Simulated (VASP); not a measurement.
# YGe: structure and properties in VASP, part 3 of 6

Wanted: the relaxed cell of YGe and its properties. The start is a computed cell from the Materials Project.

VASP 6.6.1; PBEsol; plane waves and PAW (Y_sv, Ge_d).

So far. Step 3 (Second relaxation): It ends with a largest force of 0.008 eV/Å and a pressure of 0.00 GPa. The volume moved by under 0.01 %: the run met its threshold at the first step. Step 4 (Density, ELF and potential (PBEsol)): In this run the pressure is 0.00 GPa, small enough to go on.

**5. Bands along the symmetry lines (PBEsol)**

The mesh alone shows little of the dispersion and can miss band extrema, so KPOINTS_OPT adds a path through the symmetry points after the self-consistent cycle.

INCAR reads:

```
SYSTEM = YGe
PREC = Accurate
ENCUT = 410
EDIFF = 1E-06
NELM = 100
ISMEAR = 0
SIGMA = 0.05
LREAL = .FALSE.
ALGO = Normal
GGA = PS
NBANDS = 39
LASPH = .TRUE.
LORBIT = 11
LWAVE = .FALSE.
LCHARG = .FALSE.
KPAR = 4
```

POSCAR reads:

```
YGe
1.0
    2.1107708540     -5.2980193910      0.0000000000
    2.1107708540      5.2980193910      0.0000000000
    0.0000000000      0.0000000000      3.9333052795
Y Ge
2 2
Direct
    0.1380232545      0.8619767455      0.2500000000
    0.8619767455      0.1380232545      0.7500000000
    0.4153710894      0.5846289106      0.2500000000
    0.5846289106      0.4153710894      0.7500000000
```

KPOINTS reads:

```
Automatic mesh
0
Gamma
6 6 6
0 0 0
```

KPOINTS_OPT reads:

```
Line mode
16
Line-mode
Reciprocal
  0.00000000   0.00000000   0.00000000 GAMMA
  0.28968214   0.28968214   0.00000000 X

  0.28968214   0.28968214   0.00000000 X
  0.00000000   0.50000000   0.00000000 S

  0.00000000   0.50000000   0.00000000 S
  0.00000000   0.50000000   0.50000000 R

  0.00000000   0.50000000   0.50000000 R
  0.28968214   0.28968214   0.50000000 A

  0.28968214   0.28968214   0.50000000 A
  0.00000000   0.00000000   0.50000000 Z

  0.00000000   0.00000000   0.50000000 Z
  0.00000000   0.00000000   0.00000000 GAMMA

  0.00000000   0.00000000   0.00000000 GAMMA
 -0.50000000   0.50000000   0.00000000 Y

 -0.50000000   0.50000000   0.00000000 Y
 -0.28968214   0.71031786   0.00000000 X1

 -0.28968214   0.71031786   0.00000000 X1
 -0.28968214   0.71031786   0.50000000 A1

 -0.28968214   0.71031786   0.50000000 A1
 -0.50000000   0.50000000   0.50000000 T

 -0.50000000   0.50000000   0.50000000 T
 -0.50000000   0.50000000   0.00000000 Y

  0.00000000   0.00000000   0.50000000 Z
 -0.50000000   0.50000000   0.50000000 T
```

PAW data sets: Y_sv and Ge_d (PBE family, release 64).

Launch:

```console
$ mpirun -np 4 vasp_std
```

Log:

```text
[... set-up lines as in an earlier step ...]
 entering main loop
       N       E                     dE             d eps       ncg     rms          rms(c)
DAV:   1     0.409359272772E+03    0.40936E+03   -0.20191E+04  5300   0.240E+03
DAV:   2     0.414950863606E+02   -0.36786E+03   -0.34715E+03  4134   0.655E+02
DAV:   3    -0.226456282523E+02   -0.64141E+02   -0.62927E+02  4743   0.150E+02
DAV:   4    -0.285673398446E+02   -0.59217E+01   -0.58554E+01  6968   0.405E+01
DAV:   5    -0.286691375523E+02   -0.10180E+00   -0.10177E+00  5111   0.598E+00    0.413E+01
DAV:   6    -0.275427335399E+02    0.11264E+01   -0.12455E+00  6406   0.571E+00    0.275E+01
DAV:   7    -0.274378033664E+02    0.10493E+00   -0.13995E+00  6206   0.703E+00    0.441E+00
DAV:   8    -0.273807912245E+02    0.57012E-01   -0.24497E-01  5132   0.380E+00    0.853E-01
DAV:   9    -0.273808077287E+02   -0.16504E-04   -0.38601E-02  5417   0.149E+00    0.197E-01
DAV:  10    -0.273807997420E+02    0.79866E-05   -0.13497E-03  5115   0.210E-01    0.510E-02
DAV:  11    -0.273807988734E+02    0.86863E-06   -0.62191E-05  5373   0.519E-02    0.409E-02
DAV:  12    -0.273807998040E+02   -0.93062E-06   -0.61944E-06  5197   0.162E-02
   1 F= -.27380800E+02 E0= -.27378745E+02  d E =-.410883E-02
 Start KPOINTS_OPT (optional k-point list driver)
k-point batch [1-52\192]
       N       E                     dE             ncg
DAV:   1    -0.142907171397E+05   -0.70141E+05     5360
DAV:   2    -0.333884777748E+05   -0.19098E+05     4111
DAV:   3    -0.366921975027E+05   -0.33037E+04     4952
DAV:   4    -0.369965931730E+05   -0.30440E+03     6630
DAV:   5    -0.370043184004E+05   -0.77252E+01     5293
DAV:   6    -0.370044154849E+05   -0.97085E-01     5406
DAV:   7    -0.370044186570E+05   -0.31721E-02     5296
DAV:   8    -0.370044187740E+05   -0.11697E-03     5256
DAV:   9    -0.370044187757E+05   -0.16878E-05     3041
DAV:  10    -0.370044187759E+05   -0.20243E-06     3078
[...]
k-point batch [157-192\192]
       N       E                     dE             ncg
DAV:   1     0.132146991628E+05   -0.50374E+05     3700
DAV:   2     0.754517087011E+02   -0.13139E+05     2879
DAV:   3    -0.217093401687E+04   -0.22464E+04     3402
DAV:   4    -0.238222312108E+04   -0.21129E+03     4821
DAV:   5    -0.238702199289E+04   -0.47989E+01     3701
DAV:   6    -0.238708662209E+04   -0.64629E-01     3894
DAV:   7    -0.238708900017E+04   -0.23781E-02     3876
DAV:   8    -0.238708906774E+04   -0.67562E-04     3615
DAV:   9    -0.238708906908E+04   -0.13420E-05     2273
DAV:  10    -0.238708906922E+04   -0.14366E-06     2176
```

Wall time 85 s (4 MPI ranks of AMD EPYC 9R14 (Zen 4), shared host); peak memory 1.2 GiB.

From OUTCAR (step 5):

```text
   k-points           NKPTS =     52   k-points in BZ     NKDIM =     52   number of bands    NBANDS=     39

   NELECT =      50.0000    total number of electrons

 E-fermi :   5.1897

 k-point     1 :       0.0000    0.0000    0.0000
  band No.  band energies     occupation
    ...
     20      -1.8234      2.00000
     21       2.4125      2.00000
     22       3.3284      2.00000
     23       3.9605      2.00000
     24       4.2086      2.00000
     25       5.5795      0.00000
     26       5.8545      0.00000
     27       6.6461      0.00000
     28       7.8308      0.00000
     29       8.0671      0.00000
    ...

  Total        0.0024130     -0.0325287     -0.0039710      0.0000000      0.0000000      0.0000000
  in kB        0.0439470     -0.5924267     -0.0723222      0.0000000      0.0000000      0.0000000
  external PRESSURE =      -0.2069340 kB  Pullay stress =       0.0000000 kB

 POSITION                                       TOTAL-FORCE (eV/Angst)
 -----------------------------------------------------------------------------------
      2.11077      3.83552      0.98333         0.000000      0.004518     -0.000000
      2.11077     -3.83552      2.94998         0.000000     -0.004518      0.000000
      2.11077      0.89673      0.98333         0.000000      0.007930     -0.000000
      2.11077     -0.89673      2.94998         0.000000     -0.007930      0.000000
 -----------------------------------------------------------------------------------
    total drift:                                0.000000      0.000000     -0.000000

  FREE ENERGIE OF THE ION-ELECTRON SYSTEM (eV)
  ---------------------------------------------------
  free  energy   TOTEN  =       -27.3807998040 eV

  energy  without entropy=      -27.3766909694  energy(sigma->0) =      -27.37874539

[... 9 parts as in an earlier step ...]

[... 7 further parts left out ...]
```

Spin-orbit coupling is off here; it would split degenerate levels.

This step gave:

```
SCF cycles : 12
bands      : 39
pressure   : -0.02069 GPa
```

Electronic bands along the path, in eV, zero at the Fermi level; # counts the bands kept, so #1 is VASP's band 19:

| point | #4 | #5 | #6 | #7 | #8 | #9 | #10 | #11 |
| --- | --- | --- | --- | --- | --- | --- | --- | --- |
| Γ | -1.86 | -1.23 | -0.98 | 0.39 | 0.66 | 1.46 | 2.64 | 2.88 |
| 0.47 of the way | -1.84 | -1.77 | -1.58 | 0.62 | 0.80 | 1.20 | 1.72 | 2.49 |
| X | -2.36 | -2.23 | -1.97 | 0.35 | 0.92 | 1.03 | 2.06 | 2.12 |
| 0.53 of the way | -2.77 | -2.23 | -1.92 | 0.22 | 1.13 | 1.39 | 2.14 | 2.21 |
| S | -3.01 | -2.22 | -1.93 | 0.15 | 1.21 | 1.52 | 2.22 | 2.54 |
| 0.47 of the way | -2.67 | -2.65 | -2.02 | -0.43 | 0.49 | 2.36 | 2.45 | 2.93 |
| R | -3.03 | -2.11 | -2.11 | -0.50 | -0.50 | 3.33 | 3.33 | 3.51 |
| 0.47 of the way | -3.14 | -2.06 | -2.06 | -0.40 | -0.40 | 2.87 | 2.87 | 3.69 |
| A | -3.34 | -1.98 | -1.98 | -0.21 | -0.21 | 2.30 | 2.30 | 4.00 |
| 0.53 of the way | -2.88 | -2.13 | -2.13 | -0.73 | -0.73 | 2.59 | 2.59 | 4.09 |
| Z | -3.09 | -1.95 | -1.95 | -1.03 | -1.03 | 2.97 | 2.97 | 3.91 |
| 0.47 of the way | -2.30 | -2.08 | -0.91 | -0.71 | 0.03 | 1.68 | 2.00 | 3.16 |
| Γ | -1.86 | -1.23 | -0.98 | 0.39 | 0.66 | 1.46 | 2.64 | 2.88 |
| 0.47 of the way | -1.73 | -1.36 | -0.98 | 0.16 | 0.91 | 1.63 | 1.82 | 2.23 |
| Y | -1.54 | -1.51 | -0.84 | -0.78 | 1.47 | 2.01 | 2.04 | 2.09 |
| 0.53 of the way | -2.07 | -1.90 | -0.85 | 0.03 | 0.11 | 1.06 | 1.82 | 2.32 |
| X1 | -2.36 | -2.23 | -1.97 | 0.35 | 0.92 | 1.03 | 2.06 | 2.12 |
| 0.47 of the way | -3.09 | -2.14 | -1.90 | -0.29 | 0.57 | 1.56 | 2.09 | 3.15 |
| A1 | -3.34 | -1.98 | -1.98 | -0.21 | -0.21 | 2.30 | 2.30 | 4.00 |
| 0.47 of the way | -3.93 | -1.76 | -1.76 | 0.52 | 0.52 | 0.85 | 0.85 | 4.14 |
| T | -4.19 | -1.51 | -1.51 | -0.08 | -0.08 | 2.00 | 2.00 | 2.55 |
| 0.53 of the way | -2.33 | -1.60 | -0.79 | -0.25 | 1.00 | 1.17 | 1.66 | 2.04 |
| Y | -1.54 | -1.51 | -0.84 | -0.78 | 1.47 | 2.01 | 2.04 | 2.09 |
| jump to Z | -3.09 | -1.95 | -1.95 | -1.03 | -1.03 | 2.97 | 2.97 | 3.91 |
| 0.53 of the way | -3.74 | -1.73 | -1.73 | -0.55 | -0.55 | 2.69 | 2.69 | 3.25 |
| T | -4.19 | -1.51 | -1.51 | -0.08 | -0.08 | 2.00 | 2.00 | 2.55 |

Of the projections kept (Y, Ge), the largest for each band there; the rest of the weight can lie on other orbitals:

| point | #4 | #5 | #6 | #7 | #8 | #9 | #10 | #11 |
| --- | --- | --- | --- | --- | --- | --- | --- | --- |
| Γ | Ge 0.52 | Ge 0.72 | Y 0.80 | Y 0.91 | Y 0.64 | Y 0.93 | Y 0.95 | Y 0.90 |
| X | Y 0.58 | Ge 0.61 | Ge 0.53 | Y 0.67 | Ge 0.55 | Y 0.89 | Y 0.81 | Y 0.94 |
| S | Y 0.60 | Ge 0.62 | Y 0.52 | Y 0.70 | Y 0.90 | Ge 0.61 | Y 0.91 | Y 0.88 |
| R | Ge 0.60 | Y 0.55 | Y 0.55 | Y 0.87 | Y 0.87 | Y 0.72 | Y 0.72 | Y 0.82 |
| A | Ge 0.57 | Y 0.54 | Y 0.54 | Y 0.88 | Y 0.88 | Y 0.68 | Y 0.68 | Y 0.79 |
| Z | Ge 0.62 | Y 0.57 | Y 0.57 | Y 0.74 | Y 0.74 | Y 0.77 | Y 0.77 | Y 0.95 |

There is no gap at this level.

**6. Density of states (PBEsol)**

A density of states needs more k-points than a total energy; ISMEAR = -5 takes tetrahedra, and LORBIT projects the states on the PAW spheres. The mesh is finer than in the run before.

INCAR, as its differences from that of step 5:

```diff
@@ -5,3 +5,3 @@
 NELM = 100
-ISMEAR = 0
+ISMEAR = -5
 SIGMA = 0.05
@@ -16 +16,2 @@
 KPAR = 4
+NEDOS = 2001
```

POSCAR is that of step 5.

KPOINTS reads:

```
Automatic mesh
0
Gamma
9 9 8
0 0 0
```

Launch:

```console
$ mpirun -np 4 vasp_std
```

Log:

```text
[... set-up lines as in an earlier step ...]
 entering main loop
       N       E                     dE             d eps       ncg     rms          rms(c)
DAV:   1     0.407409382303E+03    0.40741E+03   -0.20095E+04 12741   0.238E+03
DAV:   2     0.418343967152E+02   -0.36557E+03   -0.34560E+03  9885   0.656E+02
DAV:   3    -0.226213745860E+02   -0.64456E+02   -0.63298E+02 11176   0.149E+02
DAV:   4    -0.285703655400E+02   -0.59490E+01   -0.58774E+01 16968   0.406E+01
DAV:   5    -0.286745387863E+02   -0.10417E+00   -0.10407E+00 12172   0.604E+00    0.412E+01
DAV:   6    -0.275655097494E+02    0.11090E+01   -0.11573E+00 15545   0.567E+00    0.274E+01
DAV:   7    -0.274617481791E+02    0.10376E+00   -0.14180E+00 14904   0.705E+00    0.442E+00
DAV:   8    -0.274013879378E+02    0.60360E-01   -0.26619E-01 12335   0.400E+00    0.852E-01
DAV:   9    -0.274015534610E+02   -0.16552E-03   -0.38695E-02 13279   0.153E+00    0.214E-01
DAV:  10    -0.274015396379E+02    0.13823E-04   -0.13150E-03 12761   0.207E-01    0.601E-02
DAV:  11    -0.274015340735E+02    0.55643E-05   -0.70939E-05 13553   0.600E-02    0.381E-02
DAV:  12    -0.274015350021E+02   -0.92850E-06   -0.47568E-06 11431   0.136E-02
   1 F= -.27401535E+02 E0= -.27401535E+02  d E =0.000000E+00
 -----------------------------------------------------------------------------
|                                                                             |
|           W    W    AA    RRRRR   N    N  II  N    N   GGGG   !!!           |
|           W    W   A  A   R    R  NN   N  II  NN   N  G    G  !!!           |
|           W    W  A    A  R    R  N N  N  II  N N  N  G       !!!           |
|           W WW W  AAAAAA  RRRRR   N  N N  II  N  N N  G  GGG   !            |
|           WW  WW  A    A  R   R   N   NN  II  N   NN  G    G                |
|           W    W  A    A  R    R  N    N  II  N    N   GGGG   !!!           |
|                                                                             |
|     Tetrahedron method does not include variations of the Fermi             |
|     occupations, so forces and stress will be inaccurate. We suggest        |
|     using a different smearing scheme ISMEAR = 1 or 2 for metals in         |
|     relaxations.                                                            |
|                                                                             |
 -----------------------------------------------------------------------------
```

The job ended after 59 s (4 MPI ranks; peak memory 1.5 GiB).

OUTCAR, selected parts (step 6):

```text
   k-points           NKPTS =    125   k-points in BZ     NKDIM =    125   number of bands    NBANDS=     39

   NELECT =      50.0000    total number of electrons

 E-fermi :   5.2061

 k-point     1 :       0.0000    0.0000    0.0000
  band No.  band energies     occupation
    ...
     20      -1.8256      2.00000
     21       2.4144      2.00000
     22       3.3249      2.00000
     23       3.9544      2.00000
     24       4.2067      2.00000
     25       5.5765      0.00000
     26       5.8564      0.00000
     27       6.6475      0.00000
     28       7.8292      0.00000
     29       8.0632      0.00000
    ...

  Total        0.1701925      0.0857005     -0.3747045      0.0000000      0.0000000      0.0000000
  in kB        3.0996226      1.5608159     -6.8242865      0.0000000      0.0000000      0.0000000
  external PRESSURE =      -0.7212827 kB  Pullay stress =       0.0000000 kB

 POSITION                                       TOTAL-FORCE (eV/Angst)
 -----------------------------------------------------------------------------------
      2.11077      3.83552      0.98333         0.000000     -0.042662     -0.000000
      2.11077     -3.83552      2.94998         0.000000      0.042662     -0.000000
      2.11077      0.89673      0.98333         0.000000      0.001095      0.000000
      2.11077     -0.89673      2.94998         0.000000     -0.001095     -0.000000
 -----------------------------------------------------------------------------------
    total drift:                                0.000000      0.000000     -0.000000

  FREE ENERGIE OF THE ION-ELECTRON SYSTEM (eV)
  ---------------------------------------------------
  free  energy   TOTEN  =       -27.4015350021 eV

  energy  without entropy=      -27.4015350021  energy(sigma->0) =      -27.40153500

[... 7 parts as in an earlier step ...]

[... 9 further parts left out ...]
```

With tetrahedra the forces and stress of a metal are not exact derivatives of the energy.

This step gave:

| Item | Value |
| --- | --- |
| irreducible k-points | 125 |
| free energy (TOTEN) | -27.40 eV |
| Fermi energy | 5.206 eV |
| pressure | -0.07213 GPa |
| DOS at the Fermi level | 2.182 states/eV/cell |

The density of states has structure finer than the step of the table below, so its rows give means over 1 eV, whole bins alone (the curve runs from -12.0 to 3.12 eV). Peaks (eV: height): total -2.8: 3.22, -2.0: 5.58, -0.6: 2.79, 2.9: 4.91; Y d -2.0: 1.05, 0.9: 1.03, 1.3: 1.10, 2.9: 2.52; Ge p -2.8: 0.922, -2.0: 1.60, 2.5: 0.327; Y p -2.8: 0.257, -1.9: 0.733, -0.6: 0.242, 2.9: 0.224; Y s -7.2: 0.0474, -3.6: 0.195, -2.8: 0.163, 2.8: 0.177.

States under -12.0 eV and over 3.1 eV are left out. The density of states by energy, zero at the Fermi level; means over each step; values in states/eV/cell:

| energy (eV) | total | Y d | Ge p | Y p | Y s | Ge s |
| --- | --- | --- | --- | --- | --- | --- |
| -11 | 0.138 | 7.4e-4 | 0.00215 | 0.00312 | 0.00642 | 0.0718 |
| -10 | 1.15 | 0.0209 | 0.0275 | 0.0552 | 0.0235 | 0.617 |
| -9 | 0.710 | 0.0250 | 0.0247 | 0.0309 | 0.00851 | 0.384 |
| -8 | 0.654 | 0.0323 | 0.0236 | 0.0266 | 0.00461 | 0.360 |
| -7 | 1.27 | 0.0631 | 0.0435 | 0.0547 | 0.0274 | 0.671 |
| -6 | 0.0761 | 0.00265 | 0.00319 | 0.00484 | 0.00120 | 0.0409 |
| -5 | 0.0350 | 0.00234 | 0.00876 | 8.8e-4 | 0.00428 | 5.6e-4 |
| -4 | 1.32 | 0.101 | 0.347 | 0.0742 | 0.129 | 0.0259 |
| -3 | 2.16 | 0.252 | 0.629 | 0.165 | 0.114 | 0.0427 |
| -2 | 3.66 | 0.659 | 1.08 | 0.410 | 0.0351 | 0.0282 |
| -1 | 1.63 | 0.546 | 0.230 | 0.123 | 0.0170 | 0.00929 |
| 0 | 2.20 | 0.904 | 0.219 | 0.123 | 0.0189 | 0.0174 |
| 1 | 1.74 | 0.767 | 0.156 | 0.0799 | 0.0251 | 0.0473 |
| 2 | 2.86 | 1.34 | 0.259 | 0.127 | 0.0640 | 0.101 |

The finer mesh and the other smearing move the Fermi level by +0.02 eV from the 6×6×6 run, a small shift, which tests the Fermi level alone. Of the states within 0.3 eV of the Fermi level, the largest shares in the PAW spheres are Y d 42 %, Ge p 11 % and Y p 5 %. The rest lies in smaller channels or between the spheres.

(Continued in part 4 of 6.)

[Lines on the potential files, build, host, timing and source positions are cut from VASP's logs without a mark.]

[Logs are printed without paths, hosts, clocks, repeated set-up lines and the standing remarks that a program may print on its own settings, such as how far it seeks lower states.]

[Hosts, paths, dates, database ids (printed as entryN), source tags and the programs' standing remarks are cut or masked in the printed files.]

[A measured line is paired with the nearest computed mode of its activity, which favours agreement.]
